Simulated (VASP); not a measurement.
OSZICAR of a VASP run on KBr (rock salt):

### OSZICAR
```
       N       E                     dE             d eps       ncg     rms          rms(c)
DAV:   1     0.681993756182E+02    0.68199E+02   -0.61798E+03   384   0.974E+02
DAV:   2    -0.219733390600E+02   -0.90173E+02   -0.85267E+02   496   0.248E+02
DAV:   3    -0.268239005687E+02   -0.48506E+01   -0.48287E+01   508   0.538E+01
DAV:   4    -0.270126536305E+02   -0.18875E+00   -0.18842E+00   636   0.951E+00
DAV:   5    -0.270142898992E+02   -0.16363E-02   -0.16361E-02   504   0.102E+00    0.292E+00
DAV:   6    -0.236496961035E+02    0.33646E+01   -0.14028E+00   616   0.120E+01    0.199E+00
DAV:   7    -0.230554671606E+02    0.59423E+00   -0.36211E-01   724   0.604E+00    0.605E-01
DAV:   8    -0.237701135577E+02   -0.71465E+00   -0.34935E-01   440   0.525E+00    0.577E-01
DAV:   9    -0.232002302688E+02    0.56988E+00   -0.17797E-01   424   0.428E+00    0.389E-01
DAV:  10    -0.232251023173E+02   -0.24872E-01   -0.32335E-02   432   0.215E+00    0.181E-01
DAV:  11    -0.232396966571E+02   -0.14594E-01   -0.30556E-02   396   0.188E+00    0.932E-02
DAV:  12    -0.232461957943E+02   -0.64991E-02   -0.44505E-03   424   0.736E-01    0.817E-02
DAV:  13    -0.232467288320E+02   -0.53304E-03   -0.48990E-04   480   0.281E-01    0.212E-02
DAV:  14    -0.232466278577E+02    0.10097E-03   -0.27919E-05   484   0.649E-02    0.163E-02
DAV:  15    -0.232466659406E+02   -0.38083E-04   -0.10161E-05   480   0.344E-02    0.107E-02
DAV:  16    -0.232467996668E+02   -0.13373E-03   -0.44522E-05   416   0.819E-02    0.191E-03
DAV:  17    -0.232468158153E+02   -0.16149E-04   -0.11874E-05   424   0.430E-02    0.282E-03
DAV:  18    -0.232468145743E+02    0.12410E-05   -0.17121E-06   460   0.146E-02    0.546E-04
DAV:  19    -0.232468155659E+02   -0.99163E-06   -0.42046E-07   456   0.737E-03    0.356E-04
DAV:  20    -0.232468156431E+02   -0.77172E-07   -0.33069E-08   504   0.222E-03    0.216E-04
DAV:  21    -0.232468156672E+02   -0.24107E-07   -0.62342E-09   356   0.984E-04    0.183E-04
DAV:  22    -0.232468156351E+02    0.32119E-07   -0.29351E-09   328   0.677E-04    0.647E-05
DAV:  23    -0.232468156544E+02   -0.19278E-07   -0.23866E-09   320   0.685E-04    0.308E-05
DAV:  24    -0.232468156513E+02    0.31159E-08   -0.32370E-10   276   0.247E-04
   1 F= -.23246816E+02 E0= -.23246816E+02  d E =-.232468E+02
```

Problem. Which electronic solver shows in the log?

Solution. It is blocked Davidson (ALGO = Normal, or the opening steps of other solvers). The INCAR had ALGO = Normal.

Problem. Can the final energy be trusted as converged?

Solution. Self-consistency was reached. It stopped with EDIFF = 1E-8, NELM = 100, NSW = 30 and EDIFFG = -0.001 after 1 ionic step (r2SCAN meta-GGA, plane waves, VASP's PBE PAW potentials (set 64)).

The compound is KBr in the rock salt structure. It was relaxed first. The start is the result of an earlier pass.
